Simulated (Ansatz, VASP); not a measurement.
## Cross-check of Ga2S3 (alpha-Ga2S3 ferroelectric layer monolayer) between VASP and Ansatz

One calculation is typed for both programs; each brings its own data sets. How far apart do they land? The cell is taken from a series of runs on this material, whose earlier steps may have relaxed, scaled, displaced or heated it; both programs get it as it stands.

Method: plane waves, with VASP 6.6.1 beside it; single point at PBE with D3(BJ), in Ansatz 0.2.0.

## (1) Set-up

The cell holds 5 atoms: 3 S and 2 Ga. Cell: a = 3.605 Å, b = 3.605 Å, c = 23.945 Å, α = 90.0°, β = 90.0°, γ = 120.0°. Vacuum lies along c.

Coordinates:

```cif
data_structure
_symmetry_space_group_name_H-M 'P 1'
_symmetry_Int_Tables_number 1
_cell_length_a 3.6048
_cell_length_b 3.6048
_cell_length_c 23.9453
_cell_angle_alpha 90.000
_cell_angle_beta 90.000
_cell_angle_gamma 120.000
_cell_volume 269.48
loop_
_atom_site_label
_atom_site_type_symbol
_atom_site_fract_x
_atom_site_fract_y
_atom_site_fract_z
_atom_site_occupancy
S1 S 0.00000 0.00000 0.37586 1
S2 S 0.33333 0.66667 0.51216 1
S3 S 0.00000 0.00000 0.62414 1
Ga4 Ga 0.33333 0.66667 0.42017 1
Ga5 Ga 0.66667 0.33333 0.57627 1
```

## (2) VASP: single point, PBE with D3(BJ)

With cell and atoms fixed, the geometry can't cause a difference; cores, projectors, grids and the points listed under the comparison can.

Lines of VASP's logs that name or quote its potential files are left out, and so is its time.

INCAR

```
SYSTEM = Ga2S3
PREC = Accurate
ENCUT = 400
EDIFF = 1E-06
NELM = 120
ISMEAR = -1
SIGMA = 0.02585
LREAL = .FALSE.
ALGO = Normal
GGA = PE
IVDW = 12
NBANDS = 28
LORBIT = 11
LWAVE = .FALSE.
LCHARG = .FALSE.
ISIF = 2
LDIPOL = .TRUE.
IDIPOL = 3
DIPOL = 0.5 0.5 0.502
LVHAR = .TRUE.
LASPH = .TRUE.
GGA_COMPAT = .FALSE.
EFERMI = MIDGAP
NELMDL = -8
KPAR = 2
```

POSCAR

```
Ga2S3
1.0
    3.6048299323      0.0000000000      0.0000000000
   -1.8024149661      3.1218742977      0.0000000000
    0.0000000000      0.0000000000     23.9453236390
S Ga
3 2
Direct
    1.0000000000      0.0000000000      0.3758562689
    0.3333333333      0.6666666667      0.5121563289
    1.0000000000      0.0000000000      0.6241437311
    0.3333333333      0.6666666667      0.4201713532
    0.6666666666      0.3333333334      0.5762675646
```

KPOINTS

```
Automatic mesh
0
Gamma
18 18 1
0 0 0
```

Potentials, in the order of the species: S and Ga_d (PBE family, release 64).

Launch:

```
$ mpirun -np 2 vasp_std
```

Numbers of over 12 decimals in the logs are rounded to 6 here.

The log of the run:

```text
[banner, memory and clock lines left out]
running    2 mpi-ranks, on    1 nodes
 distrk:  each k-point on    1 cores,    2 groups
 distr:  one band on    1 cores,    1 groups

 POSCAR found type information on POSCAR S Ga
 POSCAR found :  2 types and       5 ions
 LDA part: xc-table for (Slater+PW92), standard interpolation
 POSCAR, INCAR and KPOINTS ok, starting setup
 FFT: planning ... GRIDC
 FFT: planning ... GRID_SOFT
 FFT: planning ... GRID
 WAVECAR not read
 entering main loop
       N       E                     dE             d eps       ncg     rms          rms(c)
DAV:   1     0.317308713313E+03    0.31731E+03   -0.17558E+04  2264   0.130E+03
DAV:   2     0.216281613761E+02   -0.29568E+03   -0.28737E+03  2592   0.309E+02
DAV:   3    -0.198801992657E+02   -0.41508E+02   -0.40791E+02  2620   0.119E+02
DAV:   4    -0.220398966552E+02   -0.21597E+01   -0.21535E+01  3112   0.296E+01
DAV:   5    -0.220724074446E+02   -0.32511E-01   -0.32487E-01  2856   0.348E+00
DAV:   6    -0.220734386288E+02   -0.10312E-02   -0.10311E-02  3168   0.638E-01
DAV:   7    -0.220734628311E+02   -0.24202E-04   -0.24201E-04  2888   0.901E-02
DAV:   8    -0.220734635657E+02   -0.73457E-06   -0.73462E-06  3040   0.156E-02    0.105E+01
DAV:   9    -0.211763687458E+02    0.89709E+00   -0.18950E+00  3304   0.316E+01    0.772E+00
DAV:  10    -0.211581005762E+02    0.18268E-01   -0.13836E+00  2752   0.880E+00    0.175E+00
DAV:  11    -0.211369726388E+02    0.21128E-01   -0.24709E-01  2672   0.585E+00    0.129E+00
DAV:  12    -0.211351022807E+02    0.18704E-02   -0.36603E-02  2824   0.126E+00    0.715E-01
DAV:  13    -0.211348505010E+02    0.25178E-03   -0.55351E-03  2600   0.697E-01    0.237E-01
DAV:  14    -0.211348520754E+02   -0.15744E-05   -0.11779E-03  2528   0.261E-01    0.820E-02
[...]
DAV:  20    -0.211351565119E+02   -0.51259E-04   -0.35368E-06  2000   0.739E-03    0.923E-03
DAV:  21    -0.211351727990E+02   -0.16287E-04   -0.54932E-07  1964   0.477E-03    0.403E-03
DAV:  22    -0.211351860969E+02   -0.13298E-04   -0.42764E-07  1808   0.426E-03    0.172E-03
DAV:  23    -0.211351922242E+02   -0.61273E-05   -0.13115E-07  1688   0.286E-03    0.608E-04
DAV:  24    -0.211351947212E+02   -0.24970E-05   -0.85847E-08  1748   0.165E-03    0.670E-04
DAV:  25    -0.211351959052E+02   -0.11840E-05   -0.68080E-08  1672   0.994E-04    0.566E-04
DAV:  26    -0.211351971527E+02   -0.12475E-05   -0.28142E-08  1508   0.952E-04    0.237E-04
DAV:  27    -0.211351976635E+02   -0.51078E-06   -0.81721E-09  1404   0.639E-04
   1 F= -.22343598E+02 E0= -.22343598E+02  d E =-.778401E-16
```

From OUTCAR (step 2):

```text
ion  position               nearest neighbor table
   1  0.000  0.000  0.376-   4 2.34   4 2.34   4 2.34
   2  0.333  0.667  0.512-   4 2.20   5 2.59   5 2.59   5 2.59
   3  0.000  0.000  0.624-   5 2.38   5 2.38   5 2.38
   4  0.333  0.667  0.420-   2 2.20   1 2.34   1 2.34   1 2.34
   5  0.667  0.333  0.576-   3 2.38   3 2.38   3 2.38   2 2.59   2 2.59   2 2.59

  LATTYP: Found a hexagonal cell.
 ALAT       =     3.6048299323
 C/A-ratio  =     6.6425668031

 Subroutine GETGRP returns: Found  6 space group operations
 (whereof  6 operations were pure point group operations)

The static configuration has the point symmetry C_3v.

 Found     37 irreducible k-points:

   k-points           NKPTS =     37   k-points in BZ     NKDIM =     37   number of bands    NBANDS=     28

   dimension x,y,z NGX =    24 NGY =   24 NGZ =  160
   dimension x,y,z NGXF=    48 NGYF=   48 NGZF=  320

   ENCUT  =  400.0 eV  29.40 Ry    5.42 a.u.   5.88  5.88 39.05*2*pi/ulx,y,z

   NELECT =      44.0000    total number of electrons

 k-points in reciprocal lattice and weights: Automatic mesh
   0.00000000  0.00000000  0.00000000       0.003
   0.05555556 -0.00000000  0.00000000       0.019
   0.11111111 -0.00000000  0.00000000       0.019
   0.16666667 -0.00000000  0.00000000       0.019
   0.22222222 -0.00000000  0.00000000       0.019
   0.27777778  0.00000000  0.00000000       0.019
   0.33333333 -0.00000000  0.00000000       0.019
   0.38888889 -0.00000000  0.00000000       0.019
   0.44444444 -0.00000000  0.00000000       0.019
[...]
0.33333333  0.27777778  0.00000000       0.037
   0.33333333  0.33333333  0.00000000       0.006

 dipolmoment           0.000000      0.000000      0.090848 electrons x Angstroem

 average (electrostatic) potential at core
       1 -94.0493       2 -92.9470       3 -92.5772       4 -72.8419       5 -71.9081

 E-fermi :  -1.4144

 k-point     1 :       0.0000    0.0000    0.0000
  band No.  band energies     occupation
    ...
     18      -3.4189      2.00000
     19      -2.6124      2.00000
     20      -2.6124      2.00000
     21      -2.5021      2.00000
     22      -2.5021      2.00000
     23      -0.5233      0.00000
     24       0.8076      0.00000
     25       2.2143      0.00000
     26       2.6203      0.00000
     27       2.7751      0.00000
    ...

 k-point     2 :       0.0556   -0.0000    0.0000
  band No.  band energies     occupation
    ...
     18      -3.4330      2.00000
     19      -2.9303      2.00000
     20      -2.7857      2.00000
     21      -2.5525      2.00000
     22      -2.3952      2.00000
     23      -0.3310      0.00000
     24       0.9683      0.00000
     25       2.3481      0.00000
     26       2.5234      0.00000
     27       2.8199      0.00000
    ...

 k-point     3 :       0.1111   -0.0000    0.0000
  band No.  band energies     occupation
    ...
     18      -3.7043      2.00000
     19      -3.3167      2.00000
     20      -3.0490      2.00000
     21      -2.8257      2.00000
     22      -2.3185      2.00000
     23       0.0657      0.00000
     24       1.2353      0.00000
     25       2.1702      0.00000
     26       2.8301      0.00000
     27       2.9297      0.00000
    ...

 Edisp (eV)   -1.20840

  Total      -0.13278    -0.13278    -0.15625    -0.00000     0.00000     0.00000
  in kB      -0.78945    -0.78945    -0.92901    -0.00000     0.00000     0.00000
  external pressure =       -0.84 kB  Pullay stress =        0.00 kB

  energy-cutoff  :      400.00
  volume of cell :      269.48
      direct lattice vectors                 reciprocal lattice vectors
     3.604829932  0.000000000  0.000000000     0.277405597  0.160160196  0.000000000
    -1.802414966  3.121874298  0.000000000     0.000000000  0.320320392  0.000000000
     0.000000000  0.000000000 23.945323639     0.000000000  0.000000000  0.041761808

 POSITION                                       TOTAL-FORCE (eV/Angst)
 -----------------------------------------------------------------------------------
      0.00000      0.00000      9.00000         0.000000      0.000000     -0.004652
     -0.00000      2.08125     12.26375        -0.000000      0.000000     -0.035114
      0.00000      0.00000     14.94532        -0.000000      0.000000     -0.000698
     -0.00000      2.08125     10.06114         0.000000     -0.000000      0.026958
      1.80241      1.04062     13.79891        -0.000000      0.000000      0.013506
 -----------------------------------------------------------------------------------
    total drift:                                0.000001     -0.000000      0.001722

  FREE ENERGIE OF THE ION-ELECTRON SYSTEM (eV)
  ---------------------------------------------------
  free  energy   TOTEN  =       -22.3435979824 eV

  energy  without entropy=      -22.3435979824  energy(sigma->0) =      -22.34359798

 vacuum level on the upper side and lower side of the slab         4.479         3.018

 total charge
# of ion       s       p       d       tot
------------------------------------------
    1        1.345   2.382   0.000   3.727
    2        1.345   2.399   0.000   3.743
    3        1.353   2.361   0.000   3.714
    4        0.833   0.778  10.058  11.668
    5        0.777   0.671  10.064  11.511
--------------------------------------------------
tot          5.653   8.590  20.121  34.363

[... 3 further parts left out ...]
```

## (3) Ansatz: single point, PBE with D3(BJ)

Ansatz runs on its PAW soft_1 files.

The same cell, functional, mesh and smearing now go to Ansatz, which takes its cutoff from its data sets.

input.yaml

```yaml
crystal:
  lattice:
    - [3.6048299323, 0.0, 0.0]
    - [-1.8024149661, 3.1218742977, 0.0]
    - [0.0, 0.0, 23.945323639]
  atoms:
    - { symbol: S, position: [0.0, 0.0, 0.3758562689] }
    - { symbol: Ga, position: [0.3333333333, 0.6666666667, 0.4201713532] }
    - { symbol: S, position: [0.3333333333, 0.6666666667, 0.5121563289] }
    - { symbol: Ga, position: [0.6666666667, 0.3333333333, 0.5762675646] }
    - { symbol: S, position: [0.0, 0.0, 0.6241437311] }
kpoints:
  mp_grid: { grid: [18, 18, 1] }
  band_path:
    path: [[0, 0, 0], [0.5, 0, 0], [0.33333333, 0.33333333, 0], [0, 0, 0]]
    npoints: 16
hamiltonian:
  xc: pbe
  dispersion: d3bj
  pseudopotentials: { kind: paw, azcp: { folder: soft_1 } }
scf:
  occupations: { method: fermi_dirac, width: 0.02585 }
  convergence: { dr2_threshold: 1.0e-10 }
efield:
  axis: 3
  dipole_correction: true
  ramp_position: 0.97
  ramp_width: 0.06
  amplitude: 0
output:
  dos: { projected: true, e_range: [-6, 5] }
  write_potential: true
  write_density: true
  volumetric_format: npy
  elf: true
```

Launch:

```
$ ansatz run input.yaml --threads 2 --pin off --max-ram 3072MiB --backend cpu --events-out ev --progress --plain --runs-dir out
```

The log of the run:

```text
Engine: ansatz 0.2.0, aarch64-unknown-linux-gnu
Pseudopotentials: kind: paw
Pseudopotential: S, paw, valence charge 6, recommended cutoff 420 eV (normal), soft_1/S.paw.azcp
Pseudopotential: Ga, paw, valence charge 13, recommended cutoff 420 eV (normal), soft_1/Ga.paw.azcp
Functional definition: PBE
  parameter kappa = 0.804
  parameter beta = 0.066725
  exchange = pbe_x(kappa = kappa, mu = beta*pi^2/3)
  correlation = pbe_c(beta = beta)
Crystal: 5 atoms, lattice volume = 269.477 Å³
Basis set: ecut = 420 eV, 5169 PW (Γ)
Bands: 27, of which v1, the nominal top of the filled ones, is band 22 counted from 1 (21 counted from 0)
Symmetry: 6 space group operations
Space group: P3m1 (ITA 156), of the structure as read, at distance tolerance 6.5e-5 Å
k-points: 37 of 324 (time reversal used)
Non-local potential: S, projectors of the file, l = 0: 2, l = 1: 2, l = 2: 1
Non-local potential: Ga, projectors of the file, l = 0: 2, l = 1: 2, l = 2: 3, l = 3: 1
PAW form: soft (Blöchl's): semilocal exchange-correlation on the pseudo side does not see the compensation charge
PAW one-centre angular grid: S, 110 points (default); XC on 64 Gauss nodes
PAW one-centre angular grid: Ga, 590 points (default); XC on 64 Gauss nodes
Initial density: superposition of atomic densities (neutral atoms: chi_scale 0, normalization atom)
Initial wavefunctions: pseudopotential atomic-orbital guess
Functional: x = pbe(κ = 0.804, μ = 0.219515), c = pbe(β = 0.066725)
SCF iter   1: F=—  HF=-10277.291881 eV  |F-HF|=—  |Δ(HF+E_count)|=         —  Δρ=3.09e-2  dr2=3.33e0  ethr=3.10e-3  p=0.000 e·Å  D=2.21e-7 V/Å  ΔV_dip=-0.00 eV  dr2_dipole=1.83e-1  V_vac-E_F(+/−)=6.33/6.33 eV  ⟨swp⟩=11.9  Hψ=6792  notcnv=0
efield: sawtooth ramp at fractional position 0.9700 (set: `efield.ramp_position`, or a place that a band, a saddle search or an elastic batch's reference lends), width 0.0600; the density the first Hamiltonian is built on has a dipole p = 0.000 e·Å; the dipole correction subtracts the counter field D = 2.21e-7 V/Å, which shifts the + side's vacuum level by -0.00 eV against the − side's; the planar-averaged density in the ramp window peaks in size at 1.3e-6 e/Å³
preconditioner: auto → Resta (q_TF=auto, 2.017 Å⁻¹)  ε∞=2.3  [insulator: Δε(μ)=2.487 eV  Ē_g=13.386 eV  σ=0.026 eV  W_gap=1.00  n_scr=20 (ndim 8)  ℏωp=15.0 eV  f_vac=0.603  D(μ)=0.00/eV (n_scr^D=0)  ε∞_Penn≈2.3  vacuum switching on, ρ_ref=1.3e-2 e/Å³]
SCF iter   2: F=—  HF=-10276.561849 eV  |F-HF|=—  |Δ(HF+E_count)|=   7.30e-1  Δρ=1.55e-2  dr2=1.11e0  ethr=3.10e-3  p=-0.169 e·Å  D=-1.13e-1 V/Å  ΔV_dip=2.71 eV  dr2_dipole=2.70e-1  V_vac-E_F(+/−)=7.01/4.29 eV  ⟨swp⟩=3.9  Hψ=2383  notcnv=0  defer=37
SCF iter   3: F=—  HF=-10276.557165 eV  |F-HF|=—  |Δ(HF+E_count)|=   4.68e-3  Δρ=9.64e-3  dr2=8.82e-1  ethr=2.51e-3  p=0.012 e·Å  D=7.72e-3 V/Å  ΔV_dip=-0.18 eV  dr2_dipole=2.90e-1  V_vac-E_F(+/−)=5.38/5.56 eV  ⟨swp⟩=3.0  Hψ=1649  notcnv=0  defer=34
SCF iter   4: F=—  HF=-10276.439227 eV  |F-HF|=—  |Δ(HF+E_count)|=   1.18e-1  Δρ=4.04e-3  dr2=2.52e-2  ethr=2.01e-3  p=-0.095 e·Å  D=-6.39e-2 V/Å  ΔV_dip=1.53 eV  dr2_dipole=7.99e-4  V_vac-E_F(+/−)=5.97/4.44 eV  ⟨swp⟩=2.9  Hψ=1485  notcnv=0  defer=37
SCF iter   5: F=—  HF=-10276.443085 eV  |F-HF|=—  |Δ(HF+E_count)|=   3.86e-3  Δρ=1.20e-3  dr2=4.29e-3  ethr=5.74e-5  p=-0.091 e·Å  D=-6.10e-2 V/Å  ΔV_dip=1.46 eV  dr2_dipole=7.99e-6  V_vac-E_F(+/−)=5.92/4.46 eV  ⟨swp⟩=3.9  Hψ=2128  notcnv=0  defer=37
SCF iter   6: F=—  HF=-10276.442844 eV  |F-HF|=—  |Δ(HF+E_count)|=   2.41e-4  Δρ=2.80e-4  dr2=3.24e-4  ethr=9.74e-6  p=-0.092 e·Å  D=-6.17e-2 V/Å  ΔV_dip=1.48 eV  dr2_dipole=3.59e-5  V_vac-E_F(+/−)=5.90/4.42 eV  ⟨swp⟩=3.0  Hψ=1925  notcnv=0  defer=37
SCF iter   7: F=—  HF=-10276.442891 eV  |F-HF|=—  |Δ(HF+E_count)|=   4.70e-5  Δρ=1.34e-4  dr2=4.61e-5  ethr=7.36e-7  p=-0.090 e·Å  D=-6.07e-2 V/Å  ΔV_dip=1.45 eV  dr2_dipole=1.35e-6  V_vac-E_F(+/−)=5.89/4.44 eV  ⟨swp⟩=2.9  Hψ=1839  notcnv=0  defer=37
SCF iter   8: F=—  HF=-10276.442928 eV  |F-HF|=—  |Δ(HF+E_count)|=   3.69e-5  Δρ=4.21e-5  dr2=6.99e-6  ethr=1.05e-7  p=-0.091 e·Å  D=-6.08e-2 V/Å  ΔV_dip=1.46 eV  dr2_dipole=1.07e-7  V_vac-E_F(+/−)=5.89/4.43 eV  ⟨swp⟩=2.0  Hψ=1764  notcnv=0  defer=37
SCF iter   9: F=—  HF=-10276.442936 eV  |F-HF|=—  |Δ(HF+E_count)|=   7.82e-6  Δρ=1.44e-5  dr2=4.69e-7  ethr=1.59e-8  p=-0.091 e·Å  D=-6.08e-2 V/Å  ΔV_dip=1.46 eV  dr2_dipole=4.47e-8  V_vac-E_F(+/−)=5.89/4.43 eV  ⟨swp⟩=2.0  Hψ=1776  notcnv=0  defer=37
SCF iter  10: F=—  HF=-10276.442996 eV  |F-HF|=—  |Δ(HF+E_count)|=   6.04e-5  Δρ=4.13e-6  dr2=5.43e-8  ethr=1.06e-9  p=-0.091 e·Å  D=-6.08e-2 V/Å  ΔV_dip=1.46 eV  dr2_dipole=4.17e-9  V_vac-E_F(+/−)=5.89/4.43 eV  ⟨swp⟩=2.0  Hψ=1808  notcnv=0  defer=37
SCF iter  11: F=—  HF=-10276.442996 eV  |F-HF|=—  |Δ(HF+E_count)|=  3.82e-11  Δρ=1.60e-6  dr2=6.36e-9  ethr=1.24e-10  p=-0.091 e·Å  D=-6.08e-2 V/Å  ΔV_dip=1.46 eV  dr2_dipole=5.78e-11  V_vac-E_F(+/−)=5.89/4.43 eV  ⟨swp⟩=2.0  Hψ=1776  notcnv=0  defer=37
SCF iter  12: F=—  HF=-10276.442996 eV  |F-HF|=—  |Δ(HF+E_count)|=  8.44e-10  Δρ=5.29e-7  dr2=7.75e-10  ethr=1.44e-11  p=-0.091 e·Å  D=-6.08e-2 V/Å  ΔV_dip=1.46 eV  dr2_dipole=7.99e-11  V_vac-E_F(+/−)=5.89/4.43 eV  ⟨swp⟩=2.0  Hψ=1776  notcnv=0  defer=37
SCF iter  13: F=—  HF=-10276.442996 eV  |F-HF|=—  |Δ(HF+E_count)|=   1.37e-9  Δρ=2.66e-7  dr2=7.50e-10  ethr=1.76e-12  p=-0.091 e·Å  D=-6.08e-2 V/Å  ΔV_dip=1.46 eV  dr2_dipole=2.29e-10  V_vac-E_F(+/−)=5.89/4.43 eV  ⟨swp⟩=2.1  Hψ=1790  notcnv=0  defer=37
SCF iter  14: F=-10276.442996 eV  HF=-10276.442996 eV  |F-HF|=1.02e-10  |Δ(HF+E_count)|=  1.82e-11  Δρ=9.20e-8  dr2=7.85e-11  ethr=1.00e-12  p=-0.091 e·Å  D=-6.08e-2 V/Å  ΔV_dip=1.46 eV  dr2_dipole=1.59e-11  V_vac-E_F(+/−)=5.89/4.43 eV  ⟨swp⟩=13.0  Hψ=3793  notcnv=0
SCF 1 converged in 14 iterations: F = -10276.442996 eV  dr2 = 7.85e-11
  greatest PAW one-centre occupation: 0.996 electrons in one spin orbital (limit 2), on the Ga atom at site 3 (counted from 0), in its partial waves of l = 2
NSCF: frozen V_eff on 49 k-points
efield: sawtooth ramp at fractional position 0.9700 (kept from the solve that this one continues, or follows in the run), width 0.0600; the density the first Hamiltonian is built on has a dipole p = -0.091 e·Å; the dipole correction subtracts the counter field D = -6.08e-2 V/Å, which shifts the + side's vacuum level by +1.46 eV against the − side's; the planar-averaged density in the ramp window peaks in size at 1.4e-6 e/Å³
WARN: The output density's exchange-correlation potential varies sharply where the density is thin. Do not read a vacuum level from v_tot or v_xc, or from such a field of the output density. On a cell that repeats whose density bears no net charge and no dipole along the vacuum's axis use v_es (v_loc + v_h of the components); under efield.dipole_correction with no amplitude use v_es + v_field, which holds any externa [...]
SCF converged after 14 iterations
Free energy (F): -10276.442996 eV
Harris-Foulkes:  -10276.442996 eV  (|F-HF|=1.02e-10)
Internal energy: -10276.442996 eV  (E = F + TS)
E sigma→0 (E₀):  -10276.442996 eV
Fermi energy:    -0.547909 eV
Dipole field:    D = -0.060820 V/Å  (p = -0.090575 e·Å, saw-weighted, corrected)
Work function:   Φ+ = 5.8862 eV   Φ− = 4.4298 eV
Levels:          The Fermi level and band energies are counted from a zero that moves with the ramp; work functions are not
--- Per-component energies (eV) ---
  E_band       = -482.464580
  E_kinetic    = 539.632145
  E_local      = -32750.193421  (includes V_loc(G=0)·N_el)
  E_nonlocal   = -78.294091
  E_hartree    = 16509.134338
  E_xc         = -391.610159
  E_vxc        = -357.941382  (∫ρ·V_xc dr)
  E_paw        = -5814.949549  (= ΣΔE_a)
  E_vpaw       = -853.981095  (= ΣTr[D̂ρ^β])
  E_aug_tail   = -0.000449  (compensation charges beyond the density's cutoff)
  E_efield     = 0.002754  (sawtooth field / dipole correction)
  E_vefield    = 0.044312  (∫n·V_field dr)
  E_ewald      = 11711.043957
  E_disp       = -1.208523  (pairwise vdW)
  E_smearing   = -0.000000  (= −TS)
  E_closure    = 0.000000  (closes the sum)
  Σ components = -10276.442996   (vs F -10276.442996, Δ=0.00e0)
--- Band table (eV; the first three rows and the last of 37) ---
  k-point 0: bands = [... 18 lower, -1.7706, -1.7706, -1.6596, -1.6596, 0.3112, 1.6475, 3.0527, 3.4670, ... 1 higher]
  k-point 1: bands = [... 18 lower, -2.0893, -1.9438, -1.7094, -1.5528, 0.5041, 1.8090, 3.1862, 3.3597, ... 1 higher]
  k-point 2: bands = [... 18 lower, -2.4710, -2.2072, -1.9817, -1.4758, 0.9018, 2.0771, 3.0056, 3.6661, ... 1 higher]
  k-point 36: bands = [... 18 lower, -4.2423, -3.9151, -3.3785, -1.8703, 1.0673, 1.8300, 3.2840, 4.2304, ... 1 higher]
```

## (4) Side by side

Known differences besides the potentials themselves: the cutoff is 420 eV in Ansatz and 400 eV in VASP. Total energies have different zeros and are not compared.

Both answers:

```
              quantity  Ansatz   VASP  difference
gap on the k mesh (eV)   1.774  1.782      -0.008
```

A gap on the mesh is an upper bound, since the band edges may lie between its points. With vacuum in the cell, a pressure given here is an average over mostly empty space and none of the material.

## (5) What came out

```json
{"difference in gap on the k mesh (single point, PBE with D3(BJ))": "-0.0085 eV"}
```

The difference in gap on the k mesh is -0.0085 eV (single point, PBE with D3(BJ)), within the 0.08 eV picked in this series as the mark of a large difference. How closely two codes agree says nothing of how well the functional describes the real material.

[Lines on the potential files, build, host, timing and source positions are cut from VASP's logs without a mark.]

[Logs are printed without paths, hosts, clocks, repeated set-up lines and the standing remarks that a program may print on its own settings, such as how far it seeks lower states.]

[Hosts, paths, dates, database ids (printed as entryN), source tags and the programs' standing remarks are cut or masked in the printed files.]
